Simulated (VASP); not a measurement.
Method: r2SCAN meta-GGA, VASP's PBE PAW potentials (set 64) (plane waves; VASP 6.6.1). For the first row: Run with 520 eV cut-off, 11×11×9 Γ-centred mesh, first-order Methfessel-Paxton smearing of 0.10 eV, potentials Mg B.

| system | energy (eV/atom) |
|---|---|
| MgB$_{2}$ (AlB2 type) | -6.4674 |
| Mg atom | -2.4364 |
| B atom | -1.1704 |

Atoms are spin-polarised in a large box without symmetry, with the spin fixed by Hund's rule, and may not be in the lowest state of each functional; no zero-point energy is added.

Q: What is the cohesive energy per atom of MgB$_{2}$?

A: The references average (1×(-2.4364) + 2×(-1.1704))/3 = -1.5924 eV, so the cohesive energy is -1.5924 − (-6.4674) = 4.875 eV/atom.
